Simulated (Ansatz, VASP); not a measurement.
Bi3As5 in VASP and in Ansatz

```
Bi As
1.0
    -3.71697    3.71697    3.71697
     3.71697   -3.71697    3.71697
     3.71697    3.71697   -3.71697
Bi As
3 5
Direct
  0.00000 0.50000 0.50000
  0.50000 0.50000 0.00000
  0.50000 0.00000 0.50000
  0.00000 0.00000 0.00000
  0.00000 0.00000 0.50000
  0.00000 0.50000 0.00000
  0.50000 0.00000 0.00000
  0.50000 0.50000 0.50000
```

Change from the starting cell: species swapped into the Fe5Co3 type (Im-3m, No. 229).

Alike in both runs: task single point; functional PBE; k mesh 4 × 4 × 4; occupations gaussian, width 0.1 eV; no spin polarisation.

|  | VASP | Ansatz |
| --- | --- | --- |
| version | VASP 6.6.1 | Ansatz 0.2.0 |
| potentials or method | VASP PAW PBE potentials, release 64 (Bi_d, As) | scalar-relativistic, plane waves, PAW |
| plane-wave cutoff (eV) | 520 | 420 |
| valence electrons in the cell | 70 | 120 |

|  | VASP | Ansatz | Ansatz less VASP |
| --- | --- | --- | --- |
| gap on the k mesh at the Fermi level (eV) | none | none | - |
| pressure (GPa) | -4.5 | -4.5 | +0.01 |

A gap of «none» marks a metal or a gap that the smearing closes. The two sets of potentials don't hold the same shells in valence.

Caveats: spin-orbit coupling is left out, which moves the levels of the heavy elements.
